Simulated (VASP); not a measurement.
Given:

```xyz
2
Lattice="0.0000 3.3835 3.3835 3.3835 0.0000 3.3835 3.3835 3.3835 0.0000" Properties=species:S:1:pos:R:3 pbc="T T T"
In     0.0000     0.0000     0.0000
Bi     1.6918     1.6918     1.6918
```

Calculation: LDA (Ceperley-Alder, Perdew-Zunger), VASP's LDA PAW potentials (set 64) (plane waves; VASP). Settings: 400 eV cut-off, 9×9×9 Γ-centred mesh, first-order Methfessel-Paxton smearing of 0.10 eV, potentials In_d Bi_d.

Energy and stress use the plane-wave basis of the starting cell.

Q: The ions, cell shape and volume are relaxed. Give the cell that the relaxation ends in.

A: 
```xyz
2
Lattice="0.0000 3.3244 3.3244 3.3244 0.0000 3.3244 3.3244 3.3244 0.0000" Properties=species:S:1:pos:R:3 pbc="T T T"
In     0.0000     0.0000     0.0000
Bi     1.6622     1.6622     1.6622
```
Space group F-43m (216), at a tolerance of 0.03 Å.

Q: How do energy and volume change from the first to the last step?

A: The energy (σ→0) changes by -12.3 meV/atom and the volume by -5.1 %, in 3 ionic steps.

The structure comes from a computed database's InBi entry (F-43m); how it stands against other phases isn't given here. This run relaxes it. Symmetry was kept, so distortions that lower it aren't found.
